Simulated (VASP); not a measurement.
Energy against volume of Cu$_{2}$O (cuprite). Calculation: AM05 GGA, VASP's PBE PAW potentials (set 64) (plane waves; VASP 6.6.1). Run with 520 eV cut-off, 5×5×5 Γ-centred mesh, Gaussian smearing of 0.050 eV, potentials Cu O.

```json
[
 {"V (Å³/atom)": "12.314", "E (eV/atom)": "-4.75395"},
 {"V (Å³/atom)": "12.695", "E (eV/atom)": "-4.75884"},
 {"V (Å³/atom)": "13.075", "E (eV/atom)": "-4.75475"},
 {"V (Å³/atom)": "13.456", "E (eV/atom)": "-4.74316"}
]
```

Task: Fit these four points and predict the energy of the run at 11.933 Å³/atom.

Result: A cubic in V^(−2/3), the third-order Birch-Murnaghan form, passes through the four points with V0 = 12.70 Å³/atom and B0 = 126 GPa, and gives -4.7382 eV/atom there. The run gave -4.7384 eV/atom, -0.2 meV/atom from the fit; all five points give B0 = 125 GPa.

The compound is Cu2O in the cuprite structure. It was relaxed first.
